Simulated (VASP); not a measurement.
# GW on GaN, part 4 of 4

How does the gap of GaN change from the starting functional to GW? The cell is of the zinc-blende type. The start is a computed cell from the Materials Project.

VASP 6.6.1, plane waves and PAW; the level of theory is named at each step.

So far, quasiparticle gap on the mesh (eV): step 4 (G0W0, bands in the sums 24) 2.70; step 6 (G0W0, bands in the sums 40) 2.72; step 8 (G0W0, bands in the sums 48) 2.72; step 10 (G0W0, bands in the sums 64) 2.74; step 12 (G0W0, bands in the sums 80) 2.75.

**14. G0W0, bands in the sums 104**

This step: G0W0 on PBE; plane waves and PAW (Ga_d_GW, N_GW) (VASP 6.6.1).

The sums now run over 104 bands at the same response cutoff.

File INCAR:

```
SYSTEM = GaN
PREC = Accurate
ENCUT = 450
ISMEAR = 0
SIGMA = 0.01
LREAL = .FALSE.
GGA = PE
NBANDS = 104
ALGO = EVGW0
NELMGW = 1
ENCUTGW = 200
NOMEGA = 64
PRECFOCK = Fast
NBANDSGW = 24
LWAVE = .FALSE.
LCHARG = .FALSE.
```

File POSCAR:

```
GaN
1.0
    0.0000000000      2.2535006075      2.2535006075
    2.2535006075      0.0000000000      2.2535006075
    2.2535006075      2.2535006075      0.0000000000
Ga N
1 1
Direct
    0.0000000000      0.0000000000      0.0000000000
    0.2500000000      0.2500000000      0.2500000000
```

File KPOINTS:

```
Automatic mesh
0
Gamma
4 4 4
0 0 0
```

Potentials, in the order of the species: Ga_d_GW and N_GW (PBE family, release 64).

Started as:

```sh
$ mpirun -np 8 vasp_std
```

What it wrote:

```text
[banner, memory and clock lines left out]
running    8 mpi-ranks, on    1 nodes
[...]
[... a notice as in an earlier step ...]

 [... a notice as in an earlier step ...]

 LDA part: xc-table for (Slater+PW92), standard interpolation
 found WAVECAR, reading the header
 POSCAR, INCAR and KPOINTS ok, starting setup
[...]
reading WAVECAR
 the WAVECAR file was read successfully
 initial charge from wavefunction
 available memory per node:     70.13 GB, setting MAXMEM to     71812

 The Fermi energy was updated, please check that it is located mid-gap
 values below the HOMO (VB) or above the LUMO (CB) will cause erroneous energies
 E-fermi :   5.9930

 calculate exact exchange contribution
 the WAVEDER file was read successfully
energies w=
    0.000    0.000    0.558    0.000    1.115    0.000    1.669    0.000
    2.219    0.000    2.765    0.000    3.305    0.000    3.839    0.000
    4.367    0.000    4.887    0.000    5.400    0.000    5.906    0.000
[...]
total number of BLAS operations        134.70 Gflops
NQ=   4    0.2500    0.2500    0.0000,
|.........|.........|.........|.........|.........|.........|.........|.........
 performed        976000 updates of chi_q(r,r)
 total number of BLAS operations        186.05 Gflops
NQ=   5    0.5000    0.2500    0.0000,
|.........|.........|.........|.........|.........|.........|.........|.........
 performed       1374000 updates of chi_q(r,r)
 total number of BLAS operations        253.16 Gflops
NQ=   6   -0.2500    0.2500    0.0000,
|.........|.........|.........|.........|.........|.........|.........|.........
 performed       1733000 updates of chi_q(r,r)
 total number of BLAS operations        312.72 Gflops
NQ=   7    0.5000    0.5000    0.0000,
|.........|.........|.........|.........|.........|.........|.........|.........
 performed       1952000 updates of chi_q(r,r)
 total number of BLAS operations        352.19 Gflops
NQ=   8   -0.2500    0.5000    0.2500,
|.........|.........|.........|.........|.........|.........|.........|.........
 performed       2231000 updates of chi_q(r,r)
 total number of BLAS operations        398.50 Gflops
 resolving degeneracies of screened two electron integrals

 calculate QP shifts <psi_nk| G(iteration)W_0 |psi_nk>: iteration 1
 entering main loop
```

Run time: 15 s. Hardware: 8 MPI ranks of Intel Xeon Platinum 8259CL at 2.50GHz (Skylake/Cascade Lake), shared host; peak memory 1.3 GiB.

OUTCAR, selected parts (step 14):

```text
 QP shifts <psi_nk| G(iteration)W_0 |psi_nk>: iteration 1
 for sc-GW calculations column KS-energies equals QP-energies in previous step
 and V_xc(KS)=  KS-energies - (<T + V_ion + V_H > + <T+V_H+V_ion>^1  + <V_x>^1)
 k-point   1 :       0.0000    0.0000    0.0000
  band No.  KS-energies  QP-energies   sigma(KS)   V_xc(KS)     V^pw_x(r,r')   Z            occupation Imag(sigma)
    ...
      6      -8.0792     -10.8025     -25.5893     -21.8068     -35.1914       0.7200       2.0000       0.1518
      7       5.1406       4.5867     -18.4699     -17.7294     -21.5295       0.7480       2.0000       0.0715
      8       5.1406       4.5867     -18.4699     -17.7294     -21.5295       0.7480       2.0000       0.0715
      9       5.1406       4.5867     -18.4699     -17.7294     -21.5295       0.7480       2.0000       0.0715
     10       6.8453       7.3470     -12.7065     -13.3575      -8.7499       0.7707       0.0000      -0.0696
     11      15.3934      15.9859     -10.6552     -11.4239      -5.3195       0.7708       0.0000      -0.1195
     12      15.3934      15.9859     -10.6552     -11.4239      -5.3195       0.7708       0.0000      -0.1195
     13      15.3934      15.9859     -10.6552     -11.4239      -5.3195       0.7708       0.0000      -0.1195
    ...

[... 1 part as in an earlier step ...]

[... 2 further parts left out ...]
[key lines of the parts left out:]
E-fermi :   5.9930
```

The gap is now 2.760 eV, +10 meV against the GW run before. Spin-orbit coupling is left out.

**15. Empty bands**

This step: PBE; plane waves and PAW (Ga_d_GW, N_GW) (VASP 6.6.1).

The empty bands are made again, for the run that follows.

File INCAR:

```
SYSTEM = GaN
PREC = Accurate
ENCUT = 450
ISMEAR = 0
SIGMA = 0.01
LREAL = .FALSE.
GGA = PE
NBANDS = 128
ALGO = Exact
NELM = 1
LWAVE = .TRUE.
LCHARG = .FALSE.
LOPTICS = .TRUE.
NEDOS = 1000
CSHIFT = 0.1
```

POSCAR is that of step 14.

KPOINTS is that of step 14.

Started as:

```sh
$ mpirun -np 8 vasp_std
```

What it wrote:

```text
[banner, memory and clock lines left out]
running    8 mpi-ranks, on    1 nodes
[...]
[... a notice as in an earlier step ...]

 LDA part: xc-table for (Slater+PW92), standard interpolation
 found WAVECAR, reading the header
  number of bands has changed, file:    15 present:   128
  trying to continue reading WAVECAR, but it might fail
 POSCAR, INCAR and KPOINTS ok, starting setup
[...]
reading WAVECAR
 random initialization beyond band           15
 the WAVECAR file was read successfully
 initial charge from wavefunction
 entering main loop
       N       E                     dE             d eps       ncg     rms          rms(c)
[... 1 cycle as in an earlier step ...]
   1 F= -.12066997E+02 E0= -.12066997E+02  d E =-.338281-124
 writing wavefunctions
 optical routines
 imaginary and real dielectric function
 recalculating local potential from charge density
 direction            1
 direction            2
 direction            3
```

The job ended after 2 s (8 MPI ranks; peak memory 0.89 GiB; 11 s of CPU time).

Parts of OUTCAR (step 15):

```text
  Total        0.4985415      0.4985415      0.4985415      0.0000000      0.0000000     -0.0000000
  in kB       34.8986658     34.8986658     34.8986658      0.0000000      0.0000000     -0.0000000
  external PRESSURE =      34.8986658 kB  Pullay stress =       0.0000000 kB

[... 4 parts as in an earlier step ...]

[... 2 further parts left out ...]
[key lines of the parts left out:]
E-fermi :   5.3074
```

WAVECAR now holds 128 bands for 18 electrons.

**16. G0W0, bands in the sums 128**

This step: G0W0 on PBE; plane waves and PAW (Ga_d_GW, N_GW) (VASP 6.6.1).

The sums now run over 128 bands at the same response cutoff.

File INCAR:

```
SYSTEM = GaN
PREC = Accurate
ENCUT = 450
ISMEAR = 0
SIGMA = 0.01
LREAL = .FALSE.
GGA = PE
NBANDS = 128
ALGO = EVGW0
NELMGW = 1
ENCUTGW = 200
NOMEGA = 64
PRECFOCK = Fast
NBANDSGW = 24
LWAVE = .FALSE.
LCHARG = .FALSE.
```

POSCAR is that of step 15.

KPOINTS is that of step 15.

Started as:

```sh
$ mpirun -np 8 vasp_std
```

What it wrote:

```text
[banner, memory and clock lines left out]
running    8 mpi-ranks, on    1 nodes
[...]
[... a notice as in an earlier step ...]

 [... a notice as in an earlier step ...]

 LDA part: xc-table for (Slater+PW92), standard interpolation
 found WAVECAR, reading the header
 POSCAR, INCAR and KPOINTS ok, starting setup
[...]
reading WAVECAR
 the WAVECAR file was read successfully
 initial charge from wavefunction
 available memory per node:     69.21 GB, setting MAXMEM to     70868

 The Fermi energy was updated, please check that it is located mid-gap
 values below the HOMO (VB) or above the LUMO (CB) will cause erroneous energies
 E-fermi :   5.9930

 calculate exact exchange contribution
 the WAVEDER file was read successfully
energies w=
    0.000    0.000    0.559    0.000    1.116    0.000    1.671    0.000
    2.223    0.000    2.769    0.000    3.310    0.000    3.845    0.000
    4.373    0.000    4.895    0.000    5.408    0.000    5.915    0.000
[...]
total number of BLAS operations        167.22 Gflops
NQ=   4    0.2500    0.2500    0.0000,
|.........|.........|.........|.........|.........|.........|.........|.........
 performed       1211000 updates of chi_q(r,r)
 total number of BLAS operations        230.86 Gflops
NQ=   5    0.5000    0.2500    0.0000,
|.........|.........|.........|.........|.........|.........|.........|.........
 performed       1704000 updates of chi_q(r,r)
 total number of BLAS operations        313.85 Gflops
NQ=   6   -0.2500    0.2500    0.0000,
|.........|.........|.........|.........|.........|.........|.........|.........
 performed       2148000 updates of chi_q(r,r)
 total number of BLAS operations        387.56 Gflops
NQ=   7    0.5000    0.5000    0.0000,
|.........|.........|.........|.........|.........|.........|.........|.........
 performed       2420000 updates of chi_q(r,r)
 total number of BLAS operations        436.56 Gflops
NQ=   8   -0.2500    0.5000    0.2500,
|.........|.........|.........|.........|.........|.........|.........|.........
 performed       2765000 updates of chi_q(r,r)
 total number of BLAS operations        493.96 Gflops
 resolving degeneracies of screened two electron integrals

 calculate QP shifts <psi_nk| G(iteration)W_0 |psi_nk>: iteration 1
 entering main loop
```

Elapsed: 17 s, on 8 MPI ranks; peak memory 1.3 GiB; 2.2 min of CPU time.

OUTCAR, selected parts (step 16):

```text
 QP shifts <psi_nk| G(iteration)W_0 |psi_nk>: iteration 1
 for sc-GW calculations column KS-energies equals QP-energies in previous step
 and V_xc(KS)=  KS-energies - (<T + V_ion + V_H > + <T+V_H+V_ion>^1  + <V_x>^1)
 k-point   1 :       0.0000    0.0000    0.0000
  band No.  KS-energies  QP-energies   sigma(KS)   V_xc(KS)     V^pw_x(r,r')   Z            occupation Imag(sigma)
    ...
      6      -8.0792     -10.8094     -25.5984     -21.8068     -35.1914       0.7201       2.0000       0.1508
      7       5.1406       4.5419     -18.5296     -17.7294     -21.5295       0.7481       2.0000       0.0816
      8       5.1406       4.5419     -18.5296     -17.7294     -21.5295       0.7481       2.0000       0.0816
      9       5.1406       4.5419     -18.5296     -17.7294     -21.5295       0.7481       2.0000       0.0816
     10       6.8453       7.3039     -12.7625     -13.3575      -8.7499       0.7708       0.0000      -0.0569
     11      15.3934      15.9470     -10.7052     -11.4239      -5.3195       0.7702       0.0000      -0.1034
     12      15.3934      15.9470     -10.7052     -11.4239      -5.3195       0.7702       0.0000      -0.1034
     13      15.3934      15.9470     -10.7052     -11.4239      -5.3195       0.7702       0.0000      -0.1034
    ...

[... 1 part as in an earlier step ...]

[... 2 further parts left out ...]
[key lines of the parts left out:]
E-fermi :   5.9930
```

The gap is now 2.762 eV, +2 meV against the GW run before. Spin-orbit coupling is left out.

**17. Empty bands**

This step: PBE; plane waves and PAW (Ga_d_GW, N_GW) (VASP 6.6.1).

The empty bands are made again, for the run that follows.

File INCAR:

```
SYSTEM = GaN
PREC = Accurate
ENCUT = 450
ISMEAR = 0
SIGMA = 0.01
LREAL = .FALSE.
GGA = PE
NBANDS = 152
ALGO = Exact
NELM = 1
LWAVE = .TRUE.
LCHARG = .FALSE.
LOPTICS = .TRUE.
NEDOS = 1000
CSHIFT = 0.1
```

POSCAR is that of step 16.

KPOINTS is that of step 16.

Started as:

```sh
$ mpirun -np 8 vasp_std
```

What it wrote:

```text
[banner, memory and clock lines left out]
running    8 mpi-ranks, on    1 nodes
[...]
[... a notice as in an earlier step ...]

 LDA part: xc-table for (Slater+PW92), standard interpolation
 found WAVECAR, reading the header
  number of bands has changed, file:    15 present:   152
  trying to continue reading WAVECAR, but it might fail
 POSCAR, INCAR and KPOINTS ok, starting setup
[...]
reading WAVECAR
 random initialization beyond band           15
 the WAVECAR file was read successfully
 initial charge from wavefunction
 entering main loop
       N       E                     dE             d eps       ncg     rms          rms(c)
DIA:   1    -0.120669973517E+02   -0.12067E+02    0.00000E+00     0   0.000E+00
   1 F= -.12066997E+02 E0= -.12066997E+02  d E =-.105867E-57
 writing wavefunctions
 optical routines
 imaginary and real dielectric function
 recalculating local potential from charge density
 direction            1
 direction            2
 direction            3
```

Elapsed: 2 s, on 8 MPI ranks; peak memory 0.9 GiB.

From OUTCAR (step 17):

```text
  Total        0.4985415      0.4985415      0.4985415     -0.0000000      0.0000000      0.0000000
  in kB       34.8986656     34.8986656     34.8986656     -0.0000000      0.0000000      0.0000000
  external PRESSURE =      34.8986656 kB  Pullay stress =       0.0000000 kB

 POSITION                                       TOTAL-FORCE (eV/Angst)
 -----------------------------------------------------------------------------------
      0.00000      0.00000      0.00000        -0.000000     -0.000000      0.000000
      1.12675      1.12675      1.12675         0.000000      0.000000     -0.000000
 -----------------------------------------------------------------------------------
    total drift:                                0.000016      0.000016      0.000016

  FREE ENERGIE OF THE ION-ELECTRON SYSTEM (eV)
  ---------------------------------------------------
  free  energy   TOTEN  =       -12.0669973517 eV

  energy  without entropy=      -12.0669973517  energy(sigma->0) =      -12.06699735

[... 1 part as in an earlier step ...]

[... 2 further parts left out ...]
[key lines of the parts left out:]
E-fermi :   5.2525
```

WAVECAR now holds 152 bands for 18 electrons.

**18. G0W0, bands in the sums 152**

This step: G0W0 on PBE; plane waves and PAW (Ga_d_GW, N_GW) (VASP 6.6.1).

The sums now run over 152 bands at the same response cutoff.

File INCAR:

```
SYSTEM = GaN
PREC = Accurate
ENCUT = 450
ISMEAR = 0
SIGMA = 0.01
LREAL = .FALSE.
GGA = PE
NBANDS = 152
ALGO = EVGW0
NELMGW = 1
ENCUTGW = 200
NOMEGA = 64
PRECFOCK = Fast
NBANDSGW = 24
LWAVE = .FALSE.
LCHARG = .FALSE.
```

POSCAR is that of step 17.

KPOINTS is that of step 17.

Started as:

```sh
$ mpirun -np 8 vasp_std
```

What it wrote:

```text
[banner, memory and clock lines left out]
running    8 mpi-ranks, on    1 nodes
[...]
[... a notice as in an earlier step ...]

 [... a notice as in an earlier step ...]

 LDA part: xc-table for (Slater+PW92), standard interpolation
 found WAVECAR, reading the header
 POSCAR, INCAR and KPOINTS ok, starting setup
[...]
reading WAVECAR
 the WAVECAR file was read successfully
 initial charge from wavefunction
 available memory per node:     69.37 GB, setting MAXMEM to     71035

 The Fermi energy was updated, please check that it is located mid-gap
 values below the HOMO (VB) or above the LUMO (CB) will cause erroneous energies
 E-fermi :   5.9930

 calculate exact exchange contribution
 the WAVEDER file was read successfully
energies w=
    0.000    0.000    0.560    0.000    1.119    0.000    1.676    0.000
    2.229    0.000    2.777    0.000    3.319    0.000    3.856    0.000
    4.385    0.000    4.908    0.000    5.423    0.000    5.931    0.000
[...]
total number of BLAS operations        199.75 Gflops
NQ=   4    0.2500    0.2500    0.0000,
|.........|.........|.........|.........|.........|.........|.........|.........
 performed       1446000 updates of chi_q(r,r)
 total number of BLAS operations        275.66 Gflops
NQ=   5    0.5000    0.2500    0.0000,
|.........|.........|.........|.........|.........|.........|.........|.........
 performed       2033000 updates of chi_q(r,r)
 total number of BLAS operations        374.55 Gflops
NQ=   6   -0.2500    0.2500    0.0000,
|.........|.........|.........|.........|.........|.........|.........|.........
 performed       2562000 updates of chi_q(r,r)
 total number of BLAS operations        462.39 Gflops
NQ=   7    0.5000    0.5000    0.0000,
|.........|.........|.........|.........|.........|.........|.........|.........
 performed       2887000 updates of chi_q(r,r)
 total number of BLAS operations        520.93 Gflops
NQ=   8   -0.2500    0.5000    0.2500,
|.........|.........|.........|.........|.........|.........|.........|.........
 performed       3299000 updates of chi_q(r,r)
 total number of BLAS operations        589.41 Gflops
 resolving degeneracies of screened two electron integrals

 calculate QP shifts <psi_nk| G(iteration)W_0 |psi_nk>: iteration 1
 entering main loop
```

Elapsed: 19 s, on 8 MPI ranks; peak memory 1.3 GiB; 2.4 min of CPU time.

Parts of OUTCAR (step 18):

```text
 QP shifts <psi_nk| G(iteration)W_0 |psi_nk>: iteration 1
 for sc-GW calculations column KS-energies equals QP-energies in previous step
 and V_xc(KS)=  KS-energies - (<T + V_ion + V_H > + <T+V_H+V_ion>^1  + <V_x>^1)
 k-point   1 :       0.0000    0.0000    0.0000
  band No.  KS-energies  QP-energies   sigma(KS)   V_xc(KS)     V^pw_x(r,r')   Z            occupation Imag(sigma)
    ...
      6      -8.0792     -10.8221     -25.6172     -21.8068     -35.1914       0.7199       2.0000       0.1362
      7       5.1406       4.5092     -18.5702     -17.7294     -21.5295       0.7509       2.0000       0.0707
      8       5.1406       4.5092     -18.5702     -17.7294     -21.5295       0.7509       2.0000       0.0707
      9       5.1406       4.5092     -18.5702     -17.7294     -21.5295       0.7509       2.0000       0.0707
     10       6.8453       7.2791     -12.7956     -13.3575      -8.7499       0.7720       0.0000      -0.0622
     11      15.3934      15.9199     -10.7388     -11.4239      -5.3195       0.7685       0.0000      -0.0988
     12      15.3934      15.9199     -10.7388     -11.4239      -5.3195       0.7685       0.0000      -0.0988
     13      15.3934      15.9199     -10.7388     -11.4239      -5.3195       0.7685       0.0000      -0.0988
    ...

[... 1 part as in an earlier step ...]

[... 2 further parts left out ...]
[key lines of the parts left out:]
E-fermi :   5.9930
```

The gap is now 2.770 eV, +8 meV against the GW run before. Spin-orbit coupling is left out.

**19. Summary**

This step: GW series: G0W0 on PBE; plane waves and PAW (VASP 6.6.1).

Derived from the runs above.

G0W0 on a 4x4x4 mesh; cost is wall time times ranks on a shared host, with the step that makes the empty bands but not the self-consistent start. G0W0 series:

```csv
bands in the sums,quasiparticle gap (eV),direct quasiparticle gap (eV),cost (core minutes)
24,2.698,2.698,1.36
40,2.72,2.72,1.55
48,2.72,2.72,1.63
64,2.739,2.739,1.81
80,2.75,2.75,1.97
104,2.76,2.76,2.24
128,2.762,2.762,2.53
152,2.77,2.77,2.8
```

**20. Results**

| Property | Result |
| --- | --- |
| G0W0 on PBE, 152 bands, ENCUTGW 200 eV, NOMEGA 64, mesh 4×4×4 | 1.705 → 2.770 eV |
| G0W0 on PBE, 24 bands, ENCUTGW 200 eV, NOMEGA 64, mesh 4×4×4 | 1.705 → 2.698 eV |

G0W0 gives a quasiparticle gap of 2.770 eV on the mesh , 1.07 eV over the PBE gap on the same mesh. On mesh and path the starting valence top lies at Γ and the conduction bottom at Γ, so the starting gap is direct. Both points lie on the GW mesh. The steps of the series move the gap by +22, -0, +19, +11, +10, +2, +8 meV; the last costs 1.1 times the one before. The last step lies within a tolerance of 30 meV, picked for this account, and the last two together move the gap by +10 meV. Response cutoff and mesh weren't varied, so the series can only reach this cutoff's value. On a mesh this coarse the value is a test of cost more than a converged gap. In Ga_d_GW the d shell is in the valence without all the semicore s and p states of the same shell; those stay frozen in the core, and how far that moves the GW gap wasn't tested here. Spin-orbit coupling is left out; with Ga in the cell it can split or shift band edges, by an amount that depends on which atoms form them and isn't tested here. The given cell is kept, although it stands at +3.5 GPa at PBE with the cutoff and mesh of that run. Not tabulated here, as repeats of values shown or as unfit to read for their mesh, reference level or band range: eps2 curves (empty bands); eps1 curves and static values (empty bands); gaps (empty bands).

[Lines on the potential files, build, host, timing and source positions are cut from VASP's logs without a mark.]

[Logs are printed without paths, hosts, clocks, repeated set-up lines and the standing remarks that a program may print on its own settings, such as how far it seeks lower states.]

[Hosts, paths, dates, database ids (printed as entryN), source tags and the programs' standing remarks are cut or masked in the printed files.]

[Measured values are set beside computed ones only where the two were judged alike; some that the calculation misses by far are left out.]

[Pressures printed for these runs are not shown converged in the cutoff: they can be off by several GPa and have the wrong sign.]
